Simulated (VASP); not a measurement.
Computed with LDA (Ceperley-Alder, Perdew-Zunger), VASP's LDA PAW potentials (set 64) (plane waves; VASP).

Input for VASP

### INCAR
```
LCHARG=F
ISIF=2   ! forces and stress, cell fixed
LASPH=T   ! aspherical one-centre terms
NELM=100
SIGMA=0.136   ! width (eV)
LMAXMIX=4   ! l cut-off of mixed one-centre charges
LWAVE=F
LREAL=F   ! projection in real space or not
ALGO=Normal   ! blocked Davidson
SYSTEM=Sc(CuSi)2
EDIFF=1E-6
PREC=Accurate
ISMEAR=-1   ! Fermi-Dirac
ENCUT=300   ! plane-wave cut-off (eV)
```

File KPOINTS:
```
Automatic mesh
0
gamma
  9 9 9
```

File POSCAR:
```
Sc(CuSi)2
1
   -1.8647840000     1.8647840000     4.9135260000
    1.8647840000    -1.8647840000     4.9135260000
    1.8647840000     1.8647840000    -4.9135260000
Sc Si Cu
1 2 2
Direct
  0.0000000000   0.0000000000   0.0000000000
  0.6135300000   0.6135300000   0.0000000000
  0.3864700000   0.3864700000   0.0000000000
  0.2500000000   0.7500000000   0.5000000000
  0.7500000000   0.2500000000   0.5000000000
```

POTCAR, in this order: Sc_sv Si Cu (LDA.64 set). Program: vasp_std.

Output

OUTCAR:
```
 ion  position               nearest neighbor table
   1  0.000  0.000  0.000-   2 2.86   3 2.86   2 2.86   3 2.86   2 2.86   3 2.86   3 2.86   2 2.86
                             4 3.08   4 3.08   5 3.08   5 3.08   5 3.08   4 3.08   4 3.08   5 3.08
   2  0.614  0.614  0.000-   3 2.23   5 2.30   4 2.30   4 2.30   5 2.30   1 2.86   1 2.86   1 2.86
                             1 2.86
   3  0.386  0.386  0.000-   2 2.23   4 2.30   5 2.30   4 2.30   5 2.30   1 2.86   1 2.86   1 2.86
                             1 2.86
   4  0.250  0.750  0.500-   3 2.30   2 2.30   3 2.30   2 2.30   5 2.64   5 2.64   5 2.64   5 2.64
                             1 3.08   1 3.08   1 3.08   1 3.08
   5  0.750  0.250  0.500-   3 2.30   2 2.30   3 2.30   2 2.30   4 2.64   4 2.64   4 2.64   4 2.64
                             1 3.08   1 3.08   1 3.08   1 3.08
  LATTYP: Found a body centered tetragonal cell.
 ALAT       =     3.7295680000
 C/A-ratio  =     2.6349035599
 Subroutine PRICEL returns:
 Original cell was already a primitive cell.
 Subroutine GETGRP returns: Found 16 space group operations
The static configuration has the point symmetry D_4h.
The dynamic configuration has the point symmetry D_4h.
 Subroutine INISYM returns: Found 16 space group operations
 Subroutine IBZKPT returns following result:
 Found     75 irreducible k-points:

 Following reciprocal coordinates:
            Coordinates               Weight
  0.000000  0.000000  0.000000      1.000000
  0.111111  0.000000 -0.000000      8.000000
  0.222222  0.000000 -0.000000      8.000000
  0.333333  0.000000 -0.000000      8.000000
  0.444444  0.000000 -0.000000      8.000000
  0.111111  0.111111 -0.000000      8.000000
  0.222222  0.111111 -0.000000     16.000000
  0.333333  0.111111  0.000000     16.000000
  0.444444  0.111111 -0.000000     16.000000
 -0.444444  0.111111  0.000000     16.000000
 -0.333333  0.111111  0.000000     16.000000
 -0.222222  0.111111  0.000000     16.000000
 -0.111111  0.111111  0.000000      4.000000
  0.222222  0.222222 -0.000000      8.000000
  0.333333  0.222222  0.000000     16.000000
...
```

File OSZICAR:
```
       N       E                     dE             d eps       ncg     rms          rms(c)
DAV:   1     0.274878908869E+03    0.27488E+03   -0.12656E+04  3608   0.141E+03
DAV:   2    -0.150998285338E+02   -0.28998E+03   -0.28694E+03  3856   0.471E+02
DAV:   3    -0.365435036937E+02   -0.21444E+02   -0.21196E+02  5712   0.142E+02
DAV:   4    -0.371443270827E+02   -0.60082E+00   -0.59887E+00  5712   0.219E+01
DAV:   5    -0.371604286163E+02   -0.16102E-01   -0.16091E-01  5728   0.380E+00    0.214E+01
DAV:   6    -0.367099809116E+02    0.45045E+00   -0.12876E+02  5024   0.244E+02    0.152E+01
DAV:   7    -0.308058879660E+02    0.59041E+01   -0.33659E+01  4848   0.123E+02    0.516E+00
DAV:   8    -0.309700317364E+02   -0.16414E+00   -0.48298E+00  6376   0.258E+01    0.254E+00
DAV:   9    -0.309205381921E+02    0.49494E-01   -0.38964E-01  5808   0.128E+01    0.407E-01
DAV:  10    -0.309167474222E+02    0.37908E-02   -0.33544E-02  5712   0.388E+00    0.337E-01
DAV:  11    -0.309154978570E+02    0.12496E-02   -0.68021E-03  6064   0.164E+00    0.159E-01
DAV:  12    -0.309155693866E+02   -0.71530E-04   -0.71158E-04  6200   0.466E-01    0.764E-02
DAV:  13    -0.309155220407E+02    0.47346E-04   -0.36668E-04  5488   0.417E-01    0.143E-02
DAV:  14    -0.309155252942E+02   -0.32535E-05   -0.31399E-05  4880   0.384E-02    0.121E-02
DAV:  15    -0.309155241079E+02    0.11863E-05   -0.29229E-06  3496   0.307E-02    0.573E-03
DAV:  16    -0.309155237269E+02    0.38101E-06   -0.21133E-06  3328   0.276E-02
   1 F= -.30915524E+02 E0= -.30878814E+02  d E =-.734190E-01
```

File OUTCAR:
```
------------------------ aborting loop because EDIFF is reached ----------------------------------------
  FORCE on cell =-STRESS in cart. coord.  units (eV):
  Direction    XX          YY          ZZ          XY          YZ          ZX
  --------------------------------------------------------------------------------------
  Total        0.1968058      0.1968058      0.9146290      0.0000000      0.0000000      0.0000000
  in kB        4.6135821      4.6135821     21.4410103      0.0000000      0.0000000      0.0000000
  external PRESSURE =      10.2227248 kB  Pullay stress =       0.0000000 kB
  volume of cell :       68.35
      direct lattice vectors                 reciprocal lattice vectors
    -1.864784000  1.864784000  4.913526000     0.000000000  0.268127569  0.101759917
     1.864784000 -1.864784000  4.913526000     0.268127569  0.000000000  0.101759917
     1.864784000  1.864784000 -4.913526000     0.268127569  0.268127569  0.000000000
 POSITION                                       TOTAL-FORCE (eV/Angst)
 -----------------------------------------------------------------------------------
      0.00000      0.00000      0.00000         0.000000      0.000000     -0.000000
      0.00000      0.00000      6.02919        -0.000000     -0.000000      0.099885
      0.00000      0.00000      3.79786        -0.000000     -0.000000     -0.099885
      1.86478      0.00000      2.45676         0.000000      0.000000     -0.000000
      0.00000      1.86478      2.45676         0.000000      0.000000     -0.000000
 -----------------------------------------------------------------------------------
    total drift:                                0.000000     -0.000000      0.000000
  FREE ENERGIE OF THE ION-ELECTRON SYSTEM (eV)
  ---------------------------------------------------
  free  energy   TOTEN  =       -30.9155237269 eV

  energy  without entropy=      -30.8421047657  energy(sigma->0) =      -30.87881425
```
(Selected blocks of OUTCAR.)

**OUTCAR**
```
 val. band max:        8.4972568951   @ k =   0.4444   0.1111  -0.0000

 cond. band min:       8.5125158379   @ k =   0.3333   0.1111   0.0000


 Fermi energy:         8.4974392552

 k-point     1 :       0.0000    0.0000    0.0000
  band No.  band energies     occupation
      1     -40.3516      2.00000
      2     -19.3984      2.00000
      3     -19.3358      2.00000
      4     -19.3358      2.00000
      5      -3.5558      2.00000
      6       0.9286      2.00000
      7       1.5236      2.00000
      8       3.3604      2.00000
      9       3.3604      2.00000
     10       3.4272      2.00000
     11       3.9044      2.00000
     12       4.5306      2.00000
     13       4.5306      2.00000
     14       4.6205      2.00000
     15       4.8009      2.00000
     16       5.0358      2.00000
     17       5.5452      2.00000
     18       6.8913      1.99999
     19       6.8913      1.99999
     20       7.5845      1.99757
     21       9.2671      0.00694
     22       9.2671      0.00694
     23      10.2199      0.00001
     24      11.3407      0.00000

 k-point     2 :       0.1111    0.0000   -0.0000
  band No.  band energies     occupation
      1     -40.3511      2.00000
      2     -19.3976      2.00000
      3     -19.3452      2.00000
      4     -19.3349      2.00000
      5      -3.4157      2.00000
      6       0.7664      2.00000
      7       1.7508      2.00000
      8       3.2964      2.00000
      9       3.3384      2.00000
     10       3.5085      2.00000
     11       3.8552      2.00000
     12       4.4873      2.00000
     13       4.5520      2.00000
     14       4.6381      2.00000
     15       4.9027      2.00000
     16       4.9942      2.00000
     17       5.3543      2.00000
     18       6.3768      2.00000
     19       7.1488      1.99990
     20       7.2734      1.99975
     21       8.7907      0.20755
     22       9.3353      0.00421
     23      10.8501      0.00000
     24      11.2345      0.00000
...
```

At this cut-off the stress carries a Pulay error, which pulls relaxed volumes low.

The structure comes from a computed database's Cu2ScSi2 entry (I4/mmm); how it stands against other phases isn't given here. The cell was not relaxed at this level, and its volume differs by -5.9 % from the start's. The electron count is odd and the run is not spin-polarised, which forces a metal.
